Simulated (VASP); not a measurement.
```
CELL_PARAMETERS angstrom
      4.37484     0.00000    -0.00744
      0.00000     6.30014     0.00000
     -4.22234     0.00000     4.49532
ATOMIC_POSITIONS crystal
  Ag 0.68918 0.58897 0.43888
  Ag 0.68918 0.41103 0.93888
  Ag 0.39944 0.06814 0.29718
  Ag 0.39944 0.93186 0.79718
  S  0.03637 0.25405 0.45145
  S  0.03637 0.74595 0.95145
```

Computed with modified Becke-Johnson potential (mBJ), VASP's PBE PAW potentials (set 64) (plane waves; VASP). Run with 400 eV cut-off, 6×4×4 Γ-centred mesh, Gaussian smearing of 0.050 eV, potentials Ag S.

mBJ is a potential without an energy functional, so only the levels count.

**Question.** Give the energies of bands 18 to 31 at the high-symmetry points, in eV from the valence-band maximum.

**Answer.** 
```
band      Γ      Z      D      B      A      E     C2     Y2
----  -----  -----  -----  -----  -----  -----  -----  -----
18    -3.14  -3.19  -3.33  -3.25  -3.21  -3.26  -3.31  -3.39
19    -3.13  -3.10  -3.17  -3.06  -3.06  -3.21  -3.13  -3.27
20    -3.07  -3.02  -3.17  -3.06  -3.06  -3.21  -3.06  -3.19
21    -2.86  -3.01  -2.98  -3.02  -3.01  -2.91  -2.96  -3.11
22    -2.75  -2.91  -2.98  -3.02  -3.01  -2.91  -2.94  -2.88
23    -2.34  -1.70  -2.79  -2.63  -2.49  -2.81  -2.45  -2.62
24    -1.83  -1.56  -2.79  -2.63  -2.49  -2.81  -2.30  -2.08
25    -1.56  -1.35  -0.88  -1.44  -1.39  -0.80  -2.07  -1.69
26    -0.34  -1.29  -0.88  -1.44  -1.39  -0.80  -1.96  -1.46
27    -0.12  -0.44  -0.64  -0.74  -0.77  -0.69  -1.73  -1.36
28     0.00  -0.37  -0.64  -0.74  -0.77  -0.69  -1.61  -1.25
29     0.41   2.29   2.49   3.40   3.30   2.38   3.93   2.42
30     2.38   2.31   2.49   3.40   3.30   2.38   3.98   2.60
31     3.81   4.48   5.13   4.71   4.67   5.20   5.09   3.46
```

The gap is direct, 0.41 eV, from the valence maximum at Γ to the conduction minimum at Γ.

The structure comes from a computed database's Ag2S entry (Pc); how it stands against other phases isn't given here. It was relaxed first. The cell's shape comes from a PBE relaxation.
